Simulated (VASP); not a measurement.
# Mo3Ir4: relaxation of the atoms with RPBE+D4

Crystal: Mo3Ir4.

```
CELL_PARAMETERS angstrom
4.47680 0.00000 0.00000
0.00000 4.47680 0.00000
0.00000 0.00000 4.47680
ATOMIC_POSITIONS crystal
Mo 0.50000 0.50000 0.00000
Mo 0.00000 0.50000 0.50000
Mo 0.50000 0.00000 0.50000
Ir 0.50000 0.50000 0.50000
Ir 0.50000 0.00000 0.00000
Ir 0.00000 0.50000 0.00000
Ir 0.00000 0.00000 0.50000
```

The cell was built by a generator and needn't be a form met in nature.

```json
{"Program": "VASP 6.6.1", "Task": "relaxation of the atoms", "Functional": "RPBE", "Dispersion": "D4", "Potentials or basis": "VASP PAW PBE potentials, release 64 (Mo_sv, Ir)", "Cutoff": "520 eV", "k mesh": "6 × 6 × 6", "Occupations": "methfessel-paxton, width 0.1 eV", "Spin": "no spin polarisation", "Optimiser": "vasp", "Further INCAR settings": "ALGO = Normal; EDIFF = 1.00e-07; IBRION = 2; EDIFFG = -2.00e-02; NSW = 60"}
```

* Pressure after relaxing: 158.7 GPa
* Dispersion energy per atom: -1.802 eV

Final structure:
```
Mo Ir
1.0
     4.47680    0.00000    0.00000
     0.00000    4.47680    0.00000
     0.00000    0.00000    4.47680
Mo Ir
3 4
Direct
  0.50000 0.50000 0.00000
  0.00000 0.50000 0.50000
  0.50000 0.00000 0.50000
  0.50000 0.50000 0.50000
  0.50000 0.00000 0.00000
  0.00000 0.50000 0.00000
  0.00000 0.00000 0.50000
```

Levels at points of the mesh, in eV from the Fermi level:
```
           k point  band 36  band 37  band 38  band 39  band 40  band 41  band 42  band 43
(0.00, 0.00, 0.00)    -0.38    -0.38     0.61     0.61     0.87     0.87     0.87     3.58
(0.50, 0.00, 0.00)    -0.61    -0.38     0.39     0.67     0.92     1.23     1.23     1.66
(0.50, 0.50, 0.00)    -1.78    -1.37    -1.18    -1.18    -0.75    -0.36    -0.36     0.14
(0.50, 0.50, 0.50)    -2.15    -1.79    -1.79    -1.79    -1.62    -1.62    -1.62    -1.46
```

It took 99 s on 1 thread of Intel(R) Xeon(R) Platinum 8375C CPU @ 2.90GHz (Ice Lake) (shared host), peak memory 0.23 GiB.

Caveat: the relaxation stopped at its first step, so nothing moved; a pressure of tens of GPa on the cell as given is suspect, and the run, the potentials or the cell itself is likely at fault; the bands computed are all filled at some k points, so no gap is given; the PAW data sets were made with another functional, which shifts forces and pressure a little. The run has no spin-orbit coupling, so splittings on Ir are missing.
